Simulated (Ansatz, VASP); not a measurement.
# Cross-check of Li (Lithium) between VASP and Ansatz, part 2 of 2

Wanted: the spread between two codes on one cell, functional and k mesh. The cell is taken from a series of runs on this material, whose earlier steps may have relaxed, scaled, displaced or heated it; both programs get it as it stands.

VASP 6.6.1 and Ansatz 0.2.0.

So far: Set-up; VASP: relaxation of cell and atoms, PBEsol; Ansatz: relaxation of cell and atoms, PBEsol; Differences.

## (5) VASP: relaxation of cell and atoms, PBE

Level of this step: PBE; plane waves and PAW (Li_sv) (VASP).

The relaxed volume is the usual yardstick between codes: in a stiff, nearly cubic crystal its relative difference is about their pressure difference at one cell divided by the bulk modulus.

Input file INCAR:

```
SYSTEM = Li
PREC = Accurate
ENCUT = 750
EDIFF = 1E-07
NELM = 120
ISMEAR = 1
SIGMA = 0.2
LREAL = .FALSE.
ALGO = Normal
GGA = PE
NBANDS = 7
LORBIT = 11
LWAVE = .FALSE.
LCHARG = .FALSE.
ISIF = 3
IBRION = 2
NSW = 80
EDIFFG = -0.005
LASPH = .TRUE.
GGA_COMPAT = .FALSE.
NELMIN = 4
```

Input file POSCAR:

```
Li
1.0
   -1.7169920000      1.7169920000      1.7169920000
    1.7169920000     -1.7169920000      1.7169920000
    1.7169920000      1.7169920000     -1.7169920000
Li
1
Direct
    0.0000000000      0.0000000000      0.0000000000
```

Input file KPOINTS:

```
Automatic mesh
0
Gamma
12 12 12
0 0 0
```

The projector-augmented-wave data sets are Li_sv (PBE family, release 64).

The run is started by

```bash
$ mpirun -np 1 vasp_std
```

Numbers of over 12 decimals in the logs are rounded to 6 here.

The log of the run:

```text
[banner, memory and clock lines left out]
running    1 mpi-ranks, on    1 nodes
[...]
LDA part: xc-table for (Slater+PW92), standard interpolation
 POSCAR, INCAR and KPOINTS ok, starting setup
[...]
entering main loop
       N       E                     dE             d eps       ncg     rms          rms(c)
DAV:   1     0.568077225720E+00    0.56808E+00   -0.87596E+02  1008   0.367E+02
DAV:   2    -0.182064060744E+01   -0.23887E+01   -0.22883E+01  1414   0.455E+01
DAV:   3    -0.190123493321E+01   -0.80594E-01   -0.80568E-01  1197   0.593E+00
DAV:   4    -0.190244893004E+01   -0.12140E-02   -0.12138E-02  1372   0.713E-01
[...]
DAV:   9    -0.190091458435E+01    0.69860E-06   -0.27780E-07  1575   0.537E-03    0.267E-04
DAV:  10    -0.190091425492E+01    0.32943E-06   -0.20713E-08   623   0.104E-03    0.257E-04
DAV:  11    -0.190091427733E+01   -0.22407E-07   -0.34191E-09   539   0.610E-04
   1 F= -.19009143E+01 E0= -.19003686E+01  d E =-.190091E+01
[...]
N       E                     dE             d eps       ncg     rms          rms(c)
DAV:   1    -0.190093401231E+01   -0.19757E-04   -0.18732E-04  1169   0.101E-01    0.287E-02
DAV:   2    -0.190093148637E+01    0.25259E-05   -0.12317E-05  1183   0.340E-02    0.176E-02
DAV:   3    -0.190092773349E+01    0.37529E-05   -0.55788E-06  1813   0.112E-02    0.284E-03
DAV:   4    -0.190092767332E+01    0.60166E-07   -0.87238E-08   833   0.280E-03
   2 F= -.19009277E+01 E0= -.19003813E+01  d E =-.133960E-04
 trial-energy change:   -0.000013  1 .order   -0.000014   -0.000016   -0.000012
 step:   3.6549(harm=  3.6549)  dis= 0.00000  next Energy=    -1.900943 (dE=-0.289E-04)
[...]
N       E                     dE             d eps       ncg     rms          rms(c)
DAV:   1    -0.190098465887E+01   -0.56925E-04   -0.13188E-03  1148   0.269E-01    0.757E-02
DAV:   2    -0.190096396115E+01    0.20698E-04   -0.99846E-05  1176   0.952E-02    0.470E-02
DAV:   3    -0.190094310747E+01    0.20854E-04   -0.40289E-05  1834   0.304E-02    0.847E-03
DAV:   4    -0.190094268480E+01    0.42267E-06   -0.96461E-07  1757   0.767E-03    0.886E-04
DAV:   5    -0.190094269177E+01   -0.69671E-08   -0.95317E-08   931   0.242E-03
   3 F= -.19009427E+01 E0= -.19003945E+01  d E =-.284144E-04
[...]
reached required accuracy - stopping structural energy minimisation
```

Parts of OUTCAR (step 5):

```text
  Total       -0.0000534     -0.0000534     -0.0000534      0.0000000      0.0000000     -0.0000000
  in kB       -0.0042518     -0.0042518     -0.0042518      0.0000000      0.0000000     -0.0000000
  external PRESSURE =      -0.0042518 kB  Pullay stress =       0.0000000 kB

 POSITION                                       TOTAL-FORCE (eV/Angst)
 -----------------------------------------------------------------------------------
      0.00000      0.00000     -0.00000         0.000000      0.000000     -0.000000
 -----------------------------------------------------------------------------------
    total drift:                               -0.000000     -0.000000     -0.000000

  FREE ENERGIE OF THE ION-ELECTRON SYSTEM (eV)
  ---------------------------------------------------
  free  energy   TOTEN  =        -1.9009426918 eV

  energy  without entropy=       -1.8992981025  energy(sigma->0) =       -1.90039450

[... 2 parts as in an earlier step ...]

[... 2 further parts left out ...]
[key lines of the parts left out:]
E-fermi :   0.6361
```

## (6) Ansatz: relaxation of cell and atoms, PBE

The same cell, functional, mesh and smearing now go to Ansatz, which takes its cutoff from its data sets.

The cell is taken from a series of runs on this material, whose earlier steps may have relaxed, scaled, displaced or heated it; both programs get it as it stands.

Input file input.yaml:

```yaml
crystal:
  lattice:
    - [-1.7169924773, 1.7169924773, 1.7169924773]
    - [1.7169924773, -1.7169924773, 1.7169924773]
    - [1.7169924773, 1.7169924773, -1.7169924773]
  atoms:
    - { symbol: Li, position: [0.0, 0.0, 0.0] }
kpoints:
  mp_grid: { grid: [12, 12, 12] }
hamiltonian:
  xc: pbe
  pseudopotentials: { kind: nc, accuracy: standard }
scf:
  occupations: { method: methfessel_paxton, width: 0.2 }
output:
  forces: true
  stress: true
  eigenvalues: true
relax:
  adjacent_minimum: "off"
  f_tol: 0.001
  max_steps: 60
  cell: { stress_tol: 0.01 }
```

The run is started by

```bash
$ ansatz run input.yaml --threads 16 --pin off --max-ram 92160MiB --backend cuda --events-out ev --progress --plain --runs-dir out --max-vram 78GiB
```

The log of the run:

```text
[...]
GPU FFT provider: cuFFT
GPU libraries: cuBLAS 13.8.1, cuFFT 12.4.0, cuSOLVER 12.3.2
[...]
Crystal: 1 atoms, lattice volume = 20.247 Å³
Basis set: ecut = 1006.821291 eV, 1481 PW (Γ), exchange–correlation on 64×64×64 points (8 copies of the dense FFT grid, shifted against one another)
[...]
0.000000       0.000000       0.001790
  P = ⅓ Tr σ = 0.0018 GPa (0.018 kbar)
--- Band table (eV; the first three rows and the last of 72) ---
[...]
--- Relaxed structure (3 steps of the walk, 3 accepted, 1 SCFs on fresh bases) ---
[...]
cell:  # Å, volume = 20.3280 Å³
    - [-1.719273, 1.719273, 1.719273]
    - [1.719273, -1.719273, 1.719273]
    - [1.719273, 1.719273, -1.719273]
  atoms:
    - { symbol: Li, position: [0.0, 0.0, 0.0] }
[key lines of the parts left out:]
SCF converged after 3 iterations
Free energy (F): -196.032823 eV
Fermi energy:    0.932060 eV
```

## (7) Differences

What differs besides the data sets and the points named for the pairs above, as far as they apply: the cutoff is 1006.82 eV in Ansatz and 750 eV in VASP. Total energies have different zeros and are not compared.

The two programs side by side:

| quantity | Ansatz | VASP | difference |
| --- | --- | --- | --- |
| volume (Å³) | 20.33 | 20.14 | +0.96 % |
| edge a after relaxation, in the typed setting (Å) | 2.978 | 2.968 | +0.32 % |

## (8) Results

```yaml
difference_in_volume_relaxation_of_cell_and_atoms_pbesol: 0.87 %
difference_in_volume_relaxation_of_cell_and_atoms_pbe: 0.96 %
```

The difference in volume is 0.96 % (relaxation of cell and atoms, PBE), within the 1.2 % picked in this series as the mark of a large difference, as far as the stopping tolerances let one tell. 2 further pairs of this series are not shown here. How closely two codes agree says nothing of how well the functional describes the real material.

[Lines on the potential files, build, host, timing and source positions are cut from VASP's logs without a mark.]

[Logs are printed without paths, hosts, clocks, repeated set-up lines and the standing remarks that a program may print on its own settings, such as how far it seeks lower states.]

[Hosts, paths, dates, database ids (printed as entryN), source tags and the programs' standing remarks are cut or masked in the printed files.]
